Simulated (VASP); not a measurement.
A run of VASP 6.6.1 is set up as follows.

Contents of INCAR:

```
ALGO = Normal
EDIFF = 1E-6
EDIFFG = -0.03
ENCUT = 400
GGA = PE
IBRION = 2
ISIF = 2
ISMEAR = 0
ISYM = 0
IVDW = 12
LASPH = True
LCHARG = False
LREAL = False
LWAVE = False
NELM = 60
NSW = 120
PREC = Accurate
SIGMA = 0.01
```

KPOINTS

```
k-points
0
Gamma
  1 1 1
```

The input POSCAR:

```
H4C
1.0
   12.2281593986      0.0000000000      0.0000000000
    0.0000000000     12.7281593986      0.0000000000
    0.0000000000      0.0000000000     13.2281593986
C H
1 4
Selective dynamics
Direct
    0.4999999746      0.5039282366      0.5000000189  F F F
    0.5173345505      0.4293487649      0.5358622253  T T T
    0.5618512116      0.5605660393      0.5212959882  T T T
    0.4205250036      0.5317037917      0.5240997884  T T T
    0.5002892596      0.4940946564      0.4187419792  T T T
```

Potentials or basis: VASP PAW PBE potentials, release 64 (C, H).

The run is started by

```console
$ cat potpaw_PBE.64/C/POTCAR potpaw_PBE.64/H/POTCAR > POTCAR
$ mpirun -np 1 vasp_gam > vasp.out
```

Question: What does it give for the energy gained by relaxing?

Answer: 2.9 meV/atom.

Question: Estimate the gap between the frontier levels.

Answer: 8.90 eV.

Question: Estimate the dispersion energy per atom.

Answer: -0.006 eV.

Final structure:
```cif
data_structure
_symmetry_space_group_name_H-M 'P 1'
_symmetry_Int_Tables_number 1
_cell_length_a 12.2282
_cell_length_b 12.7282
_cell_length_c 13.2282
_cell_angle_alpha 90.000
_cell_angle_beta 90.000
_cell_angle_gamma 90.000
_cell_volume 2058.86
loop_
_atom_site_label
_atom_site_type_symbol
_atom_site_fract_x
_atom_site_fract_y
_atom_site_fract_z
_atom_site_occupancy
C1 C 0.50000 0.50393 0.50000 1
H1 H 0.51757 0.42834 0.53635 1
H2 H 0.56269 0.56134 0.52159 1
H3 H 0.41944 0.53208 0.52443 1
H4 H 0.50029 0.49396 0.41764 1
```

 Expect the measured gap to be larger: semilocal functionals such as PBE lack the derivative discontinuity.
